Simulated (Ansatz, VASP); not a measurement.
**K2Ge in VASP and in Ansatz**

```xyz
3
Lattice="5.3676 0.0000 0.0000 0.0000 5.3676 0.0000 0.0000 0.0000 6.0950" Properties=species:S:1:pos:R:3 pbc="T T T"
K     2.6838    2.6838    3.0475
K     0.0000    0.0000    3.0475
Ge    0.0000    0.0000    0.0000
```

Alike in both runs: functional PBE; k mesh 4 × 4 × 4; occupations gaussian, width 0.1 eV; no spin polarisation.

Ansatz relaxed the structure, and its values are those at the end. VASP's run is a single point on that final structure, the one shown.

|  | VASP | Ansatz |
| --- | --- | --- |
| version | VASP 6.6.1 | Ansatz 0.2.0 |
| potentials or method | VASP PAW PBE potentials, release 64 (K_sv, Ge_d) | scalar-relativistic, plane waves, PAW |
| plane-wave cutoff (eV) | 520 | 420 |
| valence electrons in the cell | 32 | 32 |

|  | VASP | Ansatz | Ansatz less VASP |
| --- | --- | --- | --- |
| gap on the k mesh at the Fermi level (eV) | none | none | - |
| pressure (GPa) | 0.0 | 0.0 | +0.01 |

A gap of «none» marks a metal or a gap that the smearing closes.
